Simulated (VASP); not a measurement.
Input:

```
Ta
1.0
   -1.65000     1.65000     1.65000
    1.65000    -1.65000     1.65000
    1.65000     1.65000    -1.65000
Ta
1
Direct
  0.00000   0.00000   0.00000
```

Calculation: RPBE GGA, VASP's PBE PAW potentials (set 64) (plane waves; VASP). Run with 520 eV cut-off, 14×14×14 Γ-centred mesh, first-order Methfessel-Paxton smearing of 0.10 eV, potentials Ta_pv.

Energy and stress use the plane-wave basis of the starting cell.

### Question
The ions, cell shape and volume are relaxed. Predict the relaxed structure.

### Answer

```
Ta
1.0
   -1.66862     1.66862     1.66862
    1.66862    -1.66862     1.66862
    1.66862     1.66862    -1.66862
Ta
1
Direct
  0.00000   0.00000   0.00000
```
Space group Im-3m (229), at a tolerance of 0.03 Å.

### Question
How do energy and volume change from the first to the last step?

### Answer
The energy (σ→0) changes by -13.3 meV/atom and the volume by +3.4 %, in 4 ionic steps.

```json
[
 {"step": "1", "E(σ→0) (eV)": "-11.3069", "max force (eV/Å)": "0.000", "pressure (GPa)": "7.13", "volume (Å³)": "17.97"},
 {"step": "2", "E(σ→0) (eV)": "-11.2511", "max force (eV/Å)": "0.000", "pressure (GPa)": "-13.08", "volume (Å³)": "20.13"},
 {"step": "3", "E(σ→0) (eV)": "-11.3202", "max force (eV/Å)": "0.000", "pressure (GPa)": "-0.12", "volume (Å³)": "18.60"},
 {"step": "4", "E(σ→0) (eV)": "-11.3203", "max force (eV/Å)": "0.000", "pressure (GPa)": "-0.01", "volume (Å³)": "18.58"}
]
```

The compound is Ta in the bcc structure. This run relaxes it. Symmetry was kept, so distortions that lower it aren't found.
